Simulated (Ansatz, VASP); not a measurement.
**Cross-check of LiF (Griceite) between VASP and Ansatz**

Aim: how closely do two programs agree when they are given the same cell, functional and k mesh? The cell is taken from a series of runs on this material, whose earlier steps may have relaxed, scaled, displaced or heated it; both programs get it as it stands.

Method: plane waves, with VASP 6.6.1 beside it; zone-centre phonons at LDA, in Ansatz 0.2.0.

### Step 1. The structure

It takes space group Fm-3m (No. 225, cubic). The conventional cell has a = 3.948 Å, b = 3.948 Å, c = 3.948 Å, α = 90.00°, β = 90.00°, γ = 90.00°. Li has 6 F at 1.97 Å nearest. Nearest to F lie 6 Li at 1.97 Å. Farther neighbours and most contacts between anions are not listed.

Structure file:

```xyz
2
Lattice="0.0000 1.9738 1.9738 1.9738 0.0000 1.9738 1.9738 1.9738 0.0000" Properties=species:S:1:pos:R:3 pbc="T T T"
Li    0.0000    0.0000    0.0000
F     1.9738    1.9738    1.9738
```

### Step 2. VASP: zone-centre phonons, LDA

Second derivatives magnify differences that forces hide, and they need a tight electronic threshold.

Lines of VASP's logs that name or quote its potential files are left out, and so is its time.

Contents of INCAR:

```
SYSTEM = LiF
PREC = Accurate
ENCUT = 750
EDIFF = 1E-08
NELM = 120
ISMEAR = 0
SIGMA = 0.01
LREAL = .FALSE.
ALGO = Normal
GGA = CA
NBANDS = 11
LORBIT = 11
LWAVE = .FALSE.
LCHARG = .FALSE.
ISIF = 2
IBRION = 8
LEPSILON = .TRUE.
LASPH = .TRUE.
GGA_COMPAT = .FALSE.
EFERMI = MIDGAP
KPAR = 2
```

Contents of POSCAR:

```
LiF
1.0
    0.0000000000      1.9738067118      1.9738067118
    1.9738067118      0.0000000000      1.9738067118
    1.9738067118      1.9738067118      0.0000000000
Li F
1 1
Direct
    0.0000000000      0.0000000000      0.0000000000
    0.5000000000      0.5000000000      0.5000000000
```

Contents of KPOINTS:

```
Automatic mesh
0
Gamma
12 12 12
0 0 0
```

Potentials, in the order of the species: Li_sv and F (LDA family, release 64).

Command:

```sh
$ mpirun -np 2 vasp_std
```

Numbers of over 12 decimals in the logs are rounded to 6 here.

What it wrote:

```text
[banner, memory and clock lines left out]
running    2 mpi-ranks, on    1 nodes
 distrk:  each k-point on    1 cores,    2 groups
 distr:  one band on    1 cores,    1 groups

 POSCAR found type information on POSCAR LiF
 POSCAR found :  2 types and       2 ions
 LDA part: xc-table for (Slater(with rela. corr.)+CA(PZ))
 , standard interpolation
 POSCAR, INCAR and KPOINTS ok, starting setup
 FFT: planning ... GRIDC
 FFT: planning ... GRID_SOFT
 FFT: planning ... GRID
 WAVECAR not read
 entering main loop
       N       E                     dE             d eps       ncg     rms          rms(c)
DAV:   1     0.430388884009E+02    0.43039E+02   -0.68184E+03  1624   0.120E+03
DAV:   2    -0.942124717553E+01   -0.52460E+02   -0.51022E+02  1817   0.231E+02
DAV:   3    -0.109732145829E+02   -0.15520E+01   -0.15470E+01  1988   0.360E+01
DAV:   4    -0.109917803275E+02   -0.18566E-01   -0.18563E-01  1971   0.432E+00
DAV:   5    -0.109919393523E+02   -0.15902E-03   -0.15902E-03  2038   0.304E-01    0.421E+00
DAV:   6    -0.105203553377E+02    0.47158E+00   -0.22469E+00  1821   0.997E+00    0.133E+00
DAV:   7    -0.105091056171E+02    0.11250E-01   -0.16455E-02  2152   0.122E+00    0.793E-01
DAV:   8    -0.105035639414E+02    0.55417E-02   -0.92845E-03  2320   0.112E+00    0.985E-02
DAV:   9    -0.105035314826E+02    0.32459E-04   -0.68884E-04  1814   0.263E-01    0.376E-02
DAV:  10    -0.105035456100E+02   -0.14127E-04   -0.32142E-05  1885   0.464E-02    0.608E-03
DAV:  11    -0.105035452552E+02    0.35488E-06   -0.12478E-06  2144   0.131E-02    0.114E-03
DAV:  12    -0.105035452566E+02   -0.14735E-08   -0.26287E-07  2357   0.411E-03    0.711E-04
DAV:  13    -0.105035452469E+02    0.97647E-08   -0.18286E-08  1563   0.126E-03
   1 F= -.10503545E+02 E0= -.10503545E+02  d E =0.000000E+00
 Linear response reoptimize wavefunctions to high precision
DAV:   1    -0.105035452463E+02    0.57923E-09   -0.31880E-09  2084   0.513E-04
DAV:   2    -0.105035452463E+02   -0.20691E-10   -0.29019E-10  1223   0.155E-04
 Linear response G [H, r] |phi>, progress :
  Direction:   1
       N       E                     dE             d eps       ncg     rms
RMM:   1    -0.327900396656E+02   -0.32790E+02    0.26442E+02  2212   0.183E+02
RMM:   2    -0.337749719339E+02   -0.98493E+00   -0.10467E+01  3290   0.253E+01
RMM:   3    -0.339440623068E+02   -0.16909E+00   -0.61165E-01  3578   0.531E+00
RMM:   4    -0.339802056224E+02   -0.36143E-01   -0.82967E-02  3594   0.190E+00
RMM:   5    -0.339860299540E+02   -0.58243E-02   -0.11189E-02  3615   0.702E-01
RMM:   6    -0.339869136164E+02   -0.88366E-03   -0.16308E-03  3541   0.267E-01
RMM:   7    -0.339870710706E+02   -0.15745E-03   -0.27717E-04  3557   0.105E-01
RMM:   8    -0.339871018212E+02   -0.30751E-04   -0.60518E-05  3567   0.438E-02
RMM:   9    -0.339871063909E+02   -0.45697E-05   -0.29538E-05  3560   0.194E-02
RMM:  10    -0.339871090719E+02   -0.26809E-05   -0.26817E-04  3549   0.982E-03
RMM:  11    -0.339871088339E+02    0.23800E-06    0.23455E-04  3571   0.588E-03
RMM:  12    -0.339871092327E+02   -0.39880E-06   -0.26210E-05  3520   0.422E-03
RMM:  13    -0.339871099171E+02   -0.68445E-06   -0.11453E-03  3363   0.351E-03
RMM:  14    -0.339871096083E+02    0.30876E-06    0.38615E-03  3140   0.320E-03
RMM:  15    -0.339871095671E+02    0.41262E-07    0.27647E-03  2924   0.303E-03
RMM:  16    -0.339871105222E+02   -0.95515E-06    0.24822E-03  2749   0.296E-03
RMM:  17    -0.339871091385E+02    0.13837E-05    0.24362E-03  2657   0.293E-03
 Linear response G [H, r] |phi>, progress :
  Direction:   2
       N       E                     dE             d eps       ncg     rms
RMM:   1    -0.357054691925E+02   -0.35705E+02    0.55607E+01  2250   0.140E+02
RMM:   2    -0.361435359498E+02   -0.43807E+00   -0.72241E+00  3209   0.226E+01
RMM:   3    -0.362478784047E+02   -0.10434E+00   -0.40016E-01  3567   0.475E+00
RMM:   4    -0.362747777827E+02   -0.26899E-01   -0.62584E-02  3601   0.172E+00
RMM:   5    -0.362799978504E+02   -0.52201E-02   -0.10757E-02  3624   0.677E-01
RMM:   6    -0.362809494011E+02   -0.95155E-03   -0.19712E-03  3552   0.277E-01
RMM:   7    -0.362811352233E+02   -0.18582E-03   -0.35827E-04  3592   0.115E-01
RMM:   8    -0.362811770156E+02   -0.41792E-04   -0.97960E-05  3604   0.503E-02
RMM:   9    -0.362811819065E+02   -0.48909E-05   -0.35612E-05  3594   0.229E-02
RMM:  10    -0.362811834032E+02   -0.14968E-05   -0.31620E-04  3600   0.117E-02
RMM:  11    -0.362811840807E+02   -0.67749E-06   -0.21037E-04  3596   0.692E-03
RMM:  12    -0.362811855951E+02   -0.15144E-05   -0.24172E-04  3533   0.487E-03
RMM:  13    -0.362811842271E+02    0.13679E-05   -0.36962E-03  3344   0.387E-03
RMM:  14    -0.362811844319E+02   -0.20475E-06   -0.37834E-03  3112   0.350E-03
RMM:  15    -0.362811852954E+02   -0.86354E-06   -0.32458E-03  2923   0.332E-03
RMM:  16    -0.362811849850E+02    0.31044E-06   -0.33546E-03  2789   0.323E-03
[...]
RMM:   8    -0.586917066747E-01   -0.12355E-06   -0.24707E-07  3329   0.195E-03
RMM:   9    -0.586917233370E-01   -0.16662E-07   -0.20446E-06  3266   0.855E-04
RMM:  10    -0.586917275670E-01   -0.42300E-08   -0.24941E-06  3065   0.399E-04
RMM:  11    -0.586917276922E-01   -0.12521E-09   -0.23402E-06  2875   0.223E-04
RMM:  12    -0.586917279833E-01   -0.29107E-09   -0.12577E-06  2495   0.140E-04
[...]
RMM:   8    -0.501204084617E-01   -0.16454E-05   -0.10277E-06  7939   0.439E-03    0.140E-04
RMM:   9    -0.501185223282E-01    0.18861E-05   -0.74436E-07  7846   0.187E-03    0.416E-05
RMM:  10    -0.501188148816E-01   -0.29255E-06   -0.25035E-06  7335   0.789E-04    0.984E-06
 change of polarisation eV/A/(eV/A) component  1 :     0.094     0.016     0.006
 dielectric tensor                  component  1 :     2.103     0.184     0.068
 Linear response to external field, progress :
  Direction:   2
       N       E                     dE             d eps       ncg     rms          rms(c)
RMM:   1    -0.466993111113E-01   -0.46699E-01   -0.11019E-01  7897   0.181E+00
RMM:   2    -0.482081134583E-01   -0.15088E-02   -0.44354E-03  7261   0.482E-01    0.348E-01
RMM:   3    -0.478268912556E-01    0.38122E-03   -0.14627E-03  7063   0.283E-01    0.203E-01
RMM:   4    -0.498182532562E-01   -0.19914E-02   -0.98276E-04  6991   0.277E-01    0.165E-02
RMM:   5    -0.501063601344E-01   -0.28811E-03   -0.12871E-04  7734   0.767E-02    0.531E-03
RMM:   6    -0.501154703288E-01   -0.91102E-05   -0.29711E-05  7734   0.277E-02    0.953E-04
RMM:   7    -0.501187699906E-01   -0.32997E-05   -0.47896E-06  7952   0.109E-02    0.211E-04
RMM:   8    -0.501203590063E-01   -0.15890E-05   -0.96382E-07  7926   0.442E-03    0.140E-04
RMM:   9    -0.501184138963E-01    0.19451E-05   -0.11829E-07  7871   0.189E-03    0.459E-05
RMM:  10    -0.501187806637E-01   -0.36677E-06   -0.17120E-06  7377   0.802E-04    0.118E-05
RMM:  11    -0.501185392713E-01    0.24139E-06   -0.23204E-06  6948   0.382E-04    0.991E-06
 change of polarisation eV/A/(eV/A) component  2 :     0.011     0.094    -0.002
 dielectric tensor                  component  2 :     0.128     2.103    -0.021
 Linear response to external field, progress :
  Direction:   3
       N       E                     dE             d eps       ncg     rms          rms(c)
RMM:   1    -0.466994309334E-01   -0.46699E-01   -0.11019E-01  7899   0.181E+00
RMM:   2    -0.482081547243E-01   -0.15087E-02   -0.44375E-03  7261   0.482E-01    0.348E-01
RMM:   3    -0.478270914711E-01    0.38106E-03   -0.14631E-03  7063   0.283E-01    0.203E-01
RMM:   4    -0.498183776793E-01   -0.19913E-02   -0.98282E-04  6990   0.277E-01    0.165E-02
RMM:   5    -0.501063151827E-01   -0.28794E-03   -0.12900E-04  7737   0.767E-02    0.531E-03
RMM:   6    -0.501154488829E-01   -0.91337E-05   -0.29757E-05  7731   0.277E-02    0.954E-04
RMM:   7    -0.501187830306E-01   -0.33341E-05   -0.48161E-06  7944   0.110E-02    0.211E-04
RMM:   8    -0.501203642164E-01   -0.15812E-05   -0.99501E-07  7939   0.442E-03    0.140E-04
RMM:   9    -0.501184025341E-01    0.19617E-05   -0.40876E-07  7854   0.190E-03    0.464E-05
RMM:  10    -0.501187920289E-01   -0.38949E-06   -0.96028E-07  7387   0.804E-04    0.122E-05
RMM:  11    -0.501185749311E-01    0.21710E-06   -0.21665E-06  6884   0.381E-04    0.683E-06
 change of polarisation eV/A/(eV/A) component  3 :     0.000     0.008     0.094
 dielectric tensor                  component  3 :     0.002     0.090     2.103
 Linear response DOF=           2
 Linear response progress:
  Degree of freedom:   1/  2
       N       E                     dE             d eps       ncg     rms          rms(c)
RMM:   1    -0.167833068152E+00   -0.16783E+00    0.16855E+00  4640   0.155E+01
RMM:   2    -0.173113172645E+00   -0.52801E-02   -0.16117E-02  6189   0.106E+00    0.639E-02
RMM:   3    -0.173100071959E+00    0.13101E-04   -0.93479E-04  7432   0.224E-01    0.358E-02
RMM:   4    -0.173045425918E+00    0.54646E-04   -0.26190E-04  7500   0.919E-02    0.365E-03
RMM:   5    -0.173070972174E+00   -0.25546E-04   -0.89174E-05  7764   0.422E-02    0.103E-03
RMM:   6    -0.173085686305E+00   -0.14714E-04   -0.33013E-05  7829   0.208E-02    0.636E-04
RMM:   7    -0.173099610798E+00   -0.13924E-04   -0.20066E-05  7728   0.110E-02    0.186E-04
RMM:   8    -0.173103928794E+00   -0.43180E-05   -0.61022E-05  8001   0.657E-03    0.518E-05
RMM:   9    -0.173104762326E+00   -0.83353E-06   -0.44388E-05  8184   0.443E-03    0.430E-05
RMM:  10    -0.173106134424E+00   -0.13721E-05   -0.31911E-05  7914   0.323E-03    0.140E-05
RMM:  11    -0.173106197963E+00   -0.63539E-07   -0.24899E-05  8409   0.245E-03    0.275E-05
RMM:  12    -0.173106009723E+00    0.18824E-06   -0.19674E-05  8180   0.193E-03    0.496E-05
RMM:  13    -0.173106586700E+00   -0.57698E-06   -0.15749E-05  7499   0.156E-03    0.388E-05
RMM:  14    -0.173106691949E+00   -0.10525E-06   -0.12452E-05  8351   0.126E-03    0.425E-05
RMM:  15    -0.173106884635E+00   -0.19269E-06   -0.94958E-06  7728   0.103E-03    0.410E-05
RMM:  16    -0.173106958013E+00   -0.73378E-07   -0.71120E-06  8221   0.852E-04    0.422E-05
 first order change of Fermi-energy   0.17595E-03
 force on displaced ion       1 direction 1 :  -1.911   0.000   0.000
 Born effective charge ion    1 direction 1 :   1.042   0.000   0.000
 Linear response progress:
  Degree of freedom:   2/  2
       N       E                     dE             d eps       ncg     rms          rms(c)
RMM:   1    -0.514459794678E+00   -0.51446E+00    0.50578E-01  6796   0.478E+00
RMM:   2    -0.508091962371E+00    0.63678E-02   -0.66600E-03  6498   0.728E-01    0.900E-02
RMM:   3    -0.509640767427E+00   -0.15488E-02   -0.78024E-04  6970   0.208E-01    0.490E-02
RMM:   4    -0.511577897658E+00   -0.19371E-02   -0.25296E-04  6713   0.120E-01    0.101E-02
RMM:   5    -0.511753833835E+00   -0.17594E-03   -0.24951E-05  7569   0.362E-02    0.263E-03
RMM:   6    -0.511653735052E+00    0.10010E-03   -0.38103E-06  7195   0.134E-02    0.703E-04
RMM:   7    -0.511647844720E+00    0.58903E-05   -0.60982E-07  7723   0.499E-03    0.105E-04
RMM:   8    -0.511646724965E+00    0.11198E-05   -0.17901E-07  7893   0.207E-03    0.417E-05
RMM:   9    -0.511645671335E+00    0.10536E-05   -0.11672E-07  7873   0.993E-04    0.128E-05
RMM:  10    -0.511645203257E+00    0.46808E-06   -0.14598E-07  8015   0.574E-04    0.243E-06
RMM:  11    -0.511645287621E+00   -0.84364E-07   -0.87672E-08  8089   0.411E-04    0.243E-06
RMM:  12    -0.511645259363E+00    0.28258E-07    0.21887E-08  8170   0.347E-04    0.118E-06
RMM:  13    -0.511645257794E+00    0.15692E-08    0.39585E-08  7772   0.320E-04    0.106E-06
 first order change of Fermi-energy   0.15523E-02
 force on displaced ion       2 direction 1 :  -1.882   0.000   0.000
 Born effective charge ion    2 direction 1 :  -1.041   0.000   0.000
 Born effective charges drift removed
 Linear response finished
```

From OUTCAR (step 2):

```text
ion  position               nearest neighbor table
   1  0.000  0.000  0.000-   2 1.97   2 1.97   2 1.97   2 1.97   2 1.97   2 1.97
   2  0.500  0.500  0.500-   1 1.97   1 1.97   1 1.97   1 1.97   1 1.97   1 1.97

  LATTYP: Found a face centered cubic cell.
 ALAT       =     3.9476134236

 Subroutine GETGRP returns: Found 48 space group operations
 (whereof 48 operations were pure point group operations)

The static configuration has the point symmetry O_h .

 Found     72 irreducible k-points:

   k-points           NKPTS =     72   k-points in BZ     NKDIM =     72   number of bands    NBANDS=     11

   dimension x,y,z NGX =    28 NGY =   28 NGZ =   28
   dimension x,y,z NGXF=    56 NGYF=   56 NGZF=   56

   ENCUT  =  750.0 eV  55.12 Ry    7.42 a.u.   6.23  6.23  6.23*2*pi/ulx,y,z

   NELECT =      10.0000    total number of electrons

 k-points in reciprocal lattice and weights: Automatic mesh
   0.00000000  0.00000000  0.00000000       0.001
   0.08333333  0.00000000  0.00000000       0.005
   0.16666667  0.00000000  0.00000000       0.005
   0.25000000  0.00000000  0.00000000       0.005
   0.33333333  0.00000000  0.00000000       0.005
   0.41666667  0.00000000  0.00000000       0.005
   0.50000000  0.00000000  0.00000000       0.002
   0.08333333  0.08333333  0.00000000       0.003
   0.16666667  0.08333333  0.00000000       0.014
[...]
-0.33333333  0.50000000  0.16666667       0.007
  -0.25000000  0.50000000  0.25000000       0.003

 average (electrostatic) potential at core
       1 -63.2458       2 -76.3316

  Total       -0.2821763     -0.2821763     -0.2821763      0.0000000      0.0000000      0.0000000
  in kB      -29.3959322    -29.3959322    -29.3959322      0.0000000      0.0000000      0.0000000
  external PRESSURE =     -29.3959322 kB  Pullay stress =       0.0000000 kB

  energy-cutoff  :      750.00
  volume of cell :       15.38
      direct lattice vectors                 reciprocal lattice vectors
     0.000000000  1.973806712  1.973806712    -0.253317611  0.253317611  0.253317611
     1.973806712  0.000000000  1.973806712     0.253317611 -0.253317611  0.253317611
     1.973806712  1.973806712  0.000000000     0.253317611  0.253317611 -0.253317611

 POSITION                                       TOTAL-FORCE (eV/Angst)
 -----------------------------------------------------------------------------------
      0.00000      0.00000      0.00000         0.000000     -0.000000     -0.000000
      1.97381      1.97381      1.97381        -0.000000      0.000000      0.000000
 -----------------------------------------------------------------------------------
    total drift:                                0.000000      0.000000      0.000000

 MACROSCOPIC STATIC DIELECTRIC TENSOR (including local field effects in DFT)
 ------------------------------------------------------
           2.102679    -0.000000     0.000000
          -0.000000     2.102679     0.000000
          -0.000000    -0.000000     2.102679
 ------------------------------------------------------

 PIEZOELECTRIC TENSOR (including local field effects)  for field in x, y, z        (C/m^2)
          XX          YY          ZZ          XY          YZ          ZX
  --------------------------------------------------------------------------------
  x     0.00000     0.00000     0.00000     0.00000     0.00000     0.00000
  y     0.00000     0.00000     0.00000     0.00000     0.00000     0.00000
  z     0.00000     0.00000     0.00000     0.00000     0.00000     0.00000

 BORN EFFECTIVE CHARGES (including local field effects) (in |e|, cummulative output)
 ---------------------------------------------------------------------------------
 ion    1
    1     1.04149     0.00000     0.00000
    2     0.00000     1.04149     0.00000
    3     0.00000     0.00000     1.04149
 ion    2
    1    -1.04149     0.00000     0.00000
    2     0.00000    -1.04149     0.00000
    3     0.00000     0.00000    -1.04149

 Eigenvectors and eigenvalues of the dynamical matrix
 ----------------------------------------------------

   1 f  =    9.531627 THz    59.888980 2PiTHz  317.940862 cm-1    39.419625 meV
             X         Y         Z           dx          dy          dz
      0.000000  0.000000  0.000000     0.856462    0.000000    0.000000
      1.973807  1.973807  1.973807    -0.516209    0.000000    0.000000

   2 f  =    9.531627 THz    59.888980 2PiTHz  317.940862 cm-1    39.419625 meV
             X         Y         Z           dx          dy          dz
      0.000000  0.000000  0.000000     0.000000    0.000000    0.856462
      1.973807  1.973807  1.973807     0.000000    0.000000   -0.516209

   3 f  =    9.531627 THz    59.888980 2PiTHz  317.940862 cm-1    39.419625 meV
             X         Y         Z           dx          dy          dz
      0.000000  0.000000  0.000000     0.000000    0.856462    0.000000
      1.973807  1.973807  1.973807     0.000000   -0.516209    0.000000

   4 f/i=    0.032930 THz     0.206907 2PiTHz    1.098437 cm-1     0.136189 meV
             X         Y         Z           dx          dy          dz
      0.000000  0.000000  0.000000    -0.410264   -0.313298    0.000000
      1.973807  1.973807  1.973807    -0.680685   -0.519804    0.000000

   5 f/i=    0.032930 THz     0.206907 2PiTHz    1.098437 cm-1     0.136189 meV
             X         Y         Z           dx          dy          dz
      0.000000  0.000000  0.000000     0.313298   -0.410264    0.000000
      1.973807  1.973807  1.973807     0.519804   -0.680685    0.000000

   6 f/i=    0.032930 THz     0.206907 2PiTHz    1.098437 cm-1     0.136189 meV
             X         Y         Z           dx          dy          dz
      0.000000  0.000000  0.000000     0.000000    0.000000   -0.516209
      1.973807  1.973807  1.973807     0.000000    0.000000   -0.856462

 MACROSCOPIC STATIC DIELECTRIC TENSOR IONIC CONTRIBUTION
 ------------------------------------------------------
           6.728758     0.000000     0.000000
           0.000000     6.728758     0.000000
           0.000000     0.000000     6.728758
 ------------------------------------------------------

 ELASTIC MODULI CONTR FROM IONIC RELAXATION (kBar)
 Direction    XX          YY          ZZ          XY          YZ          ZX
 --------------------------------------------------------------------------------
 XX           0.0000      0.0000      0.0000      0.0000      0.0000      0.0000
 YY           0.0000      0.0000      0.0000      0.0000      0.0000      0.0000
 ZZ           0.0000      0.0000      0.0000      0.0000      0.0000      0.0000
 XY           0.0000      0.0000      0.0000      0.0000      0.0000      0.0000
 YZ           0.0000      0.0000      0.0000      0.0000      0.0000      0.0000
 ZX           0.0000      0.0000      0.0000      0.0000      0.0000      0.0000
 --------------------------------------------------------------------------------

 PIEZOELECTRIC TENSOR IONIC CONTR  for field in x, y, z        (C/m^2)
          XX          YY          ZZ          XY          YZ          ZX
  --------------------------------------------------------------------------------
  x     0.00000     0.00000     0.00000     0.00000     0.00000     0.00000
  y     0.00000     0.00000     0.00000     0.00000     0.00000     0.00000
  z     0.00000     0.00000     0.00000     0.00000     0.00000     0.00000
```

(Continued in part 2 of 2.)

[Lines on the potential files, build, host, timing and source positions are cut from VASP's logs without a mark.]

[Logs are printed without paths, hosts, clocks, repeated set-up lines and the standing remarks that a program may print on its own settings, such as how far it seeks lower states.]

[Hosts, paths, dates, database ids (printed as entryN), source tags and the programs' standing remarks are cut or masked in the printed files.]
